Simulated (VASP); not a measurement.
# BeZnF4 (F-43m) in VASP: further runs, part 2 of 2

VASP 6.6.1. Earlier steps stand in the parts before.

**3. Relaxation of cell and atoms, PBE**

This run uses another cell than the first one, of 21.45 Å³/atom, 0.995 times its volume.

INCAR reads:

```
SYSTEM = BeZnF4
ALGO = Normal ; EDIFF = 1E-7
EDIFFG = -0.01 ; ENCUT = 600
GGA = PE ; IBRION = 2
ISIF = 3 ; ISMEAR = 0
LASPH = .TRUE. ; LCHARG = .FALSE.
LREAL = .FALSE. ; LWAVE = .FALSE.
NELM = 100 ; NSW = 100
PREC = Accurate ; SIGMA = 0.02
```

KPOINTS reads:

```
k-points
0
G
  6 6 6
  0 0 0
```

POSCAR reads:

```
BeZnF4
1.0
    0.0000000000      4.0069759721      4.0069759721
    4.0069759721      0.0000000000      4.0069759721
    4.0069759721      4.0069759721      0.0000000000
Be Zn F
1 1 4
Direct
    0.7500000000      0.7500000000      0.7500000000
    0.5000000000      0.5000000000      0.5000000000
    0.6376523363      0.6376523363      0.6376523363
    0.6376523363      0.6376523363      0.0870429910
    0.6376523363      0.0870429910      0.6376523363
    0.0870429910      0.6376523363      0.6376523363
```

Potentials or basis: VASP PAW PBE potentials, release 64 (Be, Zn, F).

Run with:

```sh
> cat potpaw_PBE.64/Be/POTCAR potpaw_PBE.64/Zn/POTCAR potpaw_PBE.64/F/POTCAR > POTCAR
> mpirun -np 1 vasp_std > vasp.out
```

OUTCAR:

```text
SYSTEM = BeZnF4
   EDIFF = 1E-7
   EDIFFG = -0.01
   ENCUT = 600
   GGA = PE
   IBRION = 2
   ISIF = 3
   ISMEAR = 0
   LASPH = .TRUE.
   LREAL = .FALSE.
   NELM = 100
   NSW = 100
   PREC = Accurate

 ion  position               nearest neighbor table
   1  0.750  0.750  0.750-   4 1.56   5 1.56   6 1.56   3 1.56
   2  0.500  0.500  0.500-   3 1.91   4 1.91   5 1.91   6 1.91
   3  0.638  0.638  0.638-   1 1.56   2 1.91
   4  0.638  0.638  0.087-   1 1.56   2 1.91
   5  0.638  0.087  0.638-   1 1.56   2 1.91
   6  0.087  0.638  0.638-   1 1.56   2 1.91

  LATTYP: Found a face centered cubic cell.
 ALAT       =     8.0139519442

  Lattice vectors:

 A1 = (   0.0000000000,   4.0069759721,   4.0069759721)
 A2 = (   4.0069759721,   0.0000000000,   4.0069759721)
 A3 = (   4.0069759721,   4.0069759721,   0.0000000000)

Analysis of symmetry for initial positions (statically):
=====================================================================
 Subroutine PRICEL returns:
 Original cell was already a primitive cell.

 Routine SETGRP: Setting up the symmetry group for a
 face centered cubic supercell.

 Subroutine GETGRP returns: Found 24 space group operations
 (whereof 24 operations were pure point group operations)
 out of a pool of 48 trial point group operations.

The static configuration has the point symmetry T_d .

Analysis of symmetry for dynamics (positions and initial velocities):
=====================================================================
 Subroutine PRICEL returns:
 Original cell was already a primitive cell.

 Routine SETGRP: Setting up the symmetry group for a
 face centered cubic supercell.

 Subroutine GETGRP returns: Found 24 space group operations
 (whereof 24 operations were pure point group operations)
 out of a pool of 48 trial point group operations.

The dynamic configuration has the point symmetry T_d .

 Subroutine INISYM returns: Found 24 space group operations
 (whereof 24 operations are pure point group operations),
 and found     1 'primitive' translations

----------------------------------------------------------------------------------------

                                     Primitive cell

  volume of cell :     128.6709

  direct lattice vectors                    reciprocal lattice vectors
     0.000000000  4.006975972  4.006975972    -0.124782380  0.124782380  0.124782380
     4.006975972  0.000000000  4.006975972     0.124782380 -0.124782380  0.124782380
     4.006975972  4.006975972  0.000000000     0.124782380  0.124782380 -0.124782380

  length of vectors
     5.666719764  5.666719764  5.666719764     0.216129423  0.216129423  0.216129423

  position of ions in fractional coordinates (direct lattice)
     0.750000000  0.750000000  0.750000000
     0.500000000  0.500000000  0.500000000
     0.637652336  0.637652336  0.637652336
     0.637652336  0.637652336  0.087042991
     0.637652336  0.087042991  0.637652336
     0.087042991  0.637652336  0.637652336

  ion indices of the primitive-cell ions
   primitive index   ion index
                 1           1
                 2           2
                 3           3
                 4           4
                 5           5
                 6           6

----------------------------------------------------------------------------------------

 KPOINTS: k-points

Automatic generation of k-mesh.
 Grid dimensions read from file:
 generate k-points for:    6    6    6

 Generating k-lattice:

  Cartesian coordinates                     Fractional coordinates (reciprocal lattice)
    -0.020797063  0.020797063  0.020797063     0.166666667  0.000000000  0.000000000
     0.020797063 -0.020797063  0.020797063     0.000000000  0.166666667  0.000000000
     0.020797063  0.020797063 -0.020797063     0.000000000  0.000000000  0.166666667

  Length of vectors
     0.036021570  0.036021570  0.036021570

  Shift w.r.t. Gamma in fractional coordinates (k-lattice)
     0.000000000  0.000000000  0.000000000

 Subroutine IBZKPT returns following result:
 ===========================================

 Found     16 irreducible k-points:

 Following reciprocal coordinates:
            Coordinates               Weight
  0.000000  0.000000  0.000000      1.000000
  0.166667  0.000000  0.000000      8.000000
  0.333333  0.000000  0.000000      8.000000
  0.500000  0.000000  0.000000      4.000000
  0.166667  0.166667  0.000000      6.000000
  0.333333  0.166667  0.000000     24.000000
[... 8 lines left out ...]
 -0.333333  0.333333  0.166667     24.000000
 -0.333333  0.500000  0.166667     12.000000
   k-points           NKPTS =     16   k-points in BZ     NKDIM =     16   number of bands    NBANDS=     25
   number of dos      NEDOS =    301   number of ions     NIONS =      6
   total plane-waves  NPLWV = 110592
   dimension x,y,z NGX =    48 NGY =   48 NGZ =   48
   dimension x,y,z NGXF=    96 NGYF=   96 NGZF=   96
   ions per type =               1   1   4
   NGX,Y,Z   is equivalent  to a cutoff of  14.08, 14.08, 14.08 a.u.
   NGXF,Y,Z  is equivalent  to a cutoff of  28.16, 28.16, 28.16 a.u.
 SYSTEM =  BeZnF4
   PREC   = accura    normal or accurate (medium, high low for compatibility)
   ISTART =      0    job   : 0-new  1-cont  2-samecut
   ICHARG =      2    charge: 1-file 2-atom 10-const
   ISPIN  =      1    spin polarized calculation?
   LNONCOLLINEAR =      F non collinear calculations
   LSORBIT =      F    spin-orbit coupling
   LASPH  =      T    aspherical Exc in radial PAW
   ENCUT  =  600.0 eV  44.10 Ry    6.64 a.u.  11.32 11.32 11.32*2*pi/ulx,y,z
   NELM   =    100;   NELMIN=  2; NELMDL= -5     # of ELM steps
   EDIFF  = 0.1E-06   stopping-criterion for ELM
   LREAL  =      F    real-space projection
   EDIFFG = -.1E-01   stopping-criterion for IOM
   NSW    =    100    number of steps for IOM
   IBRION =      2    ionic relax: 0-MD 1-quasi-New 2-CG
   NFREE  =      1    steps in history (QN), initial steepest desc. (CG)
   ISIF   =      3    stress and relaxation
   ISYM   =      2    0-nonsym 1-usesym 2-fastsym
   POTIM  = 0.5000    time-step for ionic-motion
   TEBEG  =    0.0;   TEEND  =   0.0 temperature during run
   PSTRESS=    0.0 pullay stress
   NELECT =      42.0000    total number of electrons
   NUPDOWN=      -1.0000    fix difference up-down
   EMIN   =  10.00;   EMAX   =-10.00  energy-range for DOS
   EFERMI =   0.00;   METHOD = LEGACY
   ISMEAR =     0;   SIGMA  =   0.02  broadening in eV -4-tet -1-fermi 0-gaus
   EFERMI_NEDOS =   21; number of points for ismear=-14 and -15
   IALGO  =     38    algorithm
   IMIX   =      4    mixing-type and parameters
     AMIX     =   0.40;   BMIX     =  1.00
     AMIX_MAG =   1.60;   BMIX_MAG =  1.00
  volume/ion in A,a.u.               =      21.45       144.72
  Fermi-wavevector in a.u.,A,eV,Ry     =   1.127192  2.130084 17.287040  1.270562
  Thomas-Fermi vector in A             =   2.263877
   LORBIT       =      0    0 simple, 1 ext, 2 COOP (PROOUT), +10 PAW based schemes
   GGA     = PE    functional components
   LHFCALC =     F    Hartree Fock is set to
   AEXX    =    0.0000 exact exchange contribution
   IVDW    =     0    specifies the selected vdW correction
   LEPSILON=     F    determine dielectric tensor
   LRPA    =     F    only Hartree local field effects (RPA)
 conjugate gradient relaxation of ions
 non-spin polarized calculation
 Gauss-broadening in eV      SIGMA  =   0.02
  energy-cutoff  :      600.00
  volume of cell :      128.67
 maximum number of plane-waves:      4315
 NGX is ok and might be reduce to    48
   NGX = 23   NGY = 23   NGZ = 23

--------------------------------------- Ionic step        1  -------------------------------------------

 number of electron      41.9999985 magnetization

 Free energy of the ion-electron system (eV)
  ---------------------------------------------------
  ext. energy  EPLUGINS =         0.00000000
  ---------------------------------------------------
  free energy    TOTEN  =       -28.43646077 eV

  energy without entropy =      -28.43646077  energy(sigma->0) =      -28.43646077

------------------------ aborting loop because EDIFF is reached ----------------------------------------

  FORCE on cell =-STRESS in cart. coord.  units (eV):
  Direction    XX          YY          ZZ          XY          YZ          ZX
  --------------------------------------------------------------------------------------
  -------------------------------------------------------------------------------------
  Total        0.2906301      0.2906301      0.2906301      0.0000000      0.0000000      0.0000000
  in kB        3.6188529      3.6188529      3.6188529      0.0000000      0.0000000      0.0000000
  external PRESSURE =       3.6188529 kB  Pullay stress =       0.0000000 kB
[... 105 lines left out ...]
  energy  without entropy=      -28.4377916312  energy(sigma->0) =      -28.43779163

--------------------------------------- Ionic step        4  -------------------------------------------

 number of electron      41.9999986 magnetization

 Free energy of the ion-electron system (eV)
  ---------------------------------------------------
  ext. energy  EPLUGINS =         0.00000000
  ---------------------------------------------------
  free energy    TOTEN  =       -28.43783707 eV

  energy without entropy =      -28.43783707  energy(sigma->0) =      -28.43783707

 E-fermi :  -5.4360     XC(G=0):  -6.2241

 val. band max:       -5.5894750784   @ k =  -0.3333   0.1667   0.0000
 cond. band min:       0.2532043110   @ k =   0.0000   0.0000   0.0000
 fundamental gap:      5.8426793894
 Fermi energy:        -5.4359552440

 k-point     1 :       0.0000    0.0000    0.0000
  band No.  band energies     occupation
      1     -26.1344      2.00000
      2     -25.6015      2.00000
      3     -25.6015      2.00000
      4     -25.6015      2.00000
      5     -10.4758      2.00000
      6      -9.4388      2.00000
[... 470 lines left out ...]
  FREE ENERGIE OF THE ION-ELECTRON SYSTEM (eV)
  ---------------------------------------------------
  free  energy   TOTEN  =       -28.4378370732 eV

  energy  without entropy=      -28.4378370732  energy(sigma->0) =      -28.43783707

 reached required accuracy - stopping structural energy minimisation
```

Run time: 1.9 min. Hardware: 1 thread of Intel Xeon 6975P-C (Granite Rapids), shared host; peak memory 0.36 GiB.

Results:

| Item | Value |
| --- | --- |
| Free energy | -28.4378 eV |
| Relaxed volume | 21.61 Å³/atom |
| Relaxed cell | a = 5.682 Å, b = 5.682 Å, c = 5.682 Å, α = 60.00°, β = 60.00°, γ = 60.00° |
| Space group after relaxing (to 0.05 Å) | F-43m (No. 216) |
| Energy gained by relaxing | 0.2 meV/atom |
| Ionic steps | 4 |
| Pressure after relaxing | 0.0 GPa |
| Largest force after relaxing | 0.008 eV/Å |
| Band gap on the k mesh | 5.84 eV, indirect (least direct gap 5.90 eV) |

Forces on the atoms (eV/Å):
```
Be   0.000  0.000  0.000
Zn   0.000  0.000  0.000
F    0.005  0.005  0.005
F   -0.005 -0.005  0.005
F   -0.005  0.005 -0.005
F    0.005 -0.005 -0.005
```

The path:
| step | energy change (eV) | largest force (eV/Å) | pressure (GPa) | volume (Å³) |
| --- | --- | --- | --- | --- |
| 1 | 0.0000 | 0.0650 | 0.36 | 128.67 |
| 2 | -0.0013 | 0.0305 | 0.03 | 129.58 |
| 3 | -0.0013 | 0.0237 | 0.05 | 129.51 |
| 4 | -0.0014 | 0.0079 | -0.02 | 129.69 |

Final structure:
```yaml
crystal:
  lattice:
    - [0.00000, 4.01751, 4.01751]
    - [4.01751, 0.00000, 4.01751]
    - [4.01751, 4.01751, 0.00000]
  atoms:
    - { symbol: Be, position: [0.75000, 0.75000, 0.75000] }
    - { symbol: Zn, position: [0.50000, 0.50000, 0.50000] }
    - { symbol: F, position: [0.63779, 0.63779, 0.63779] }
    - { symbol: F, position: [0.63779, 0.63779, 0.08662] }
    - { symbol: F, position: [0.63779, 0.08662, 0.63779] }
    - { symbol: F, position: [0.08662, 0.63779, 0.63779] }
```

A k mesh can miss the band edges. PBE gaps usually lie below the measured ones, often by a third to a half.

**4. Single point, PBE**

INCAR reads:

```
PREC = Accurate
ENCUT = 520
EDIFF = 1E-6
ISMEAR = 0
SIGMA = 0.02
LREAL = F
LASPH = T
NELM = 100
ALGO = Normal
ISIF = 2
LWAVE = F
LCHARG = F
GGA = PE
NBANDS = 30
```

KPOINTS reads:

```
regular mesh
0
Gamma
  6 6 6
```

POSCAR reads:

```
BeZnF4
1.0
    0.0000000000      4.0138233875      4.0138233875
    4.0138233875      0.0000000000      4.0138233875
    4.0138233875      4.0138233875      0.0000000000
Be Zn F
1 1 4
Direct
    0.7500000000      0.7500000000      0.7500000000
    0.5000000000      0.5000000000      0.5000000000
    0.6376764926      0.6376764926      0.6376764926
    0.6376764926      0.6376764926      0.0869705221
    0.6376764926      0.0869705221      0.6376764926
    0.0869705221      0.6376764926      0.6376764926
```

Run with:

```sh
> cat potpaw_PBE.64/Be/POTCAR potpaw_PBE.64/Zn/POTCAR potpaw_PBE.64/F/POTCAR > POTCAR
> mpirun -np 1 vasp_std > vasp.out
```

Run time: 47 s. Hardware: 1 thread of Intel Xeon 6975P-C (Granite Rapids), shared host; peak memory 0.27 GiB.

Results (log left out):

```yaml
Free_energy: -28.4302 eV
Pressure: 0.2 GPa
Largest_force: 0.057 eV/Å
Band_gap_on_the_k_mesh: 5.85 eV, indirect (least direct gap 5.91 eV)
```

Forces in eV/Å, atoms in the order of the input:
```
Be   0.000  0.000  0.000
Zn   0.000  0.000  0.000
F    0.033  0.033  0.033
F   -0.033 -0.033  0.033
F   -0.033  0.033 -0.033
F    0.033 -0.033 -0.033
```

Levels at points of the mesh, in eV from the valence-band top:
```csv
k point,band 18,band 19,band 20,band 21,band 22,band 23,band 24,band 25
"(0.00, 0.00, 0.00)",-0.24,-0.06,-0.06,-0.06,5.85,10.32,11.80,11.80
"(0.50, 0.00, 0.00)",-0.40,-0.24,-0.01,-0.01,7.09,8.75,11.16,11.72
"(0.50, 0.50, 0.00)",-0.71,-0.06,-0.06,-0.05,7.51,9.07,10.44,11.12
```
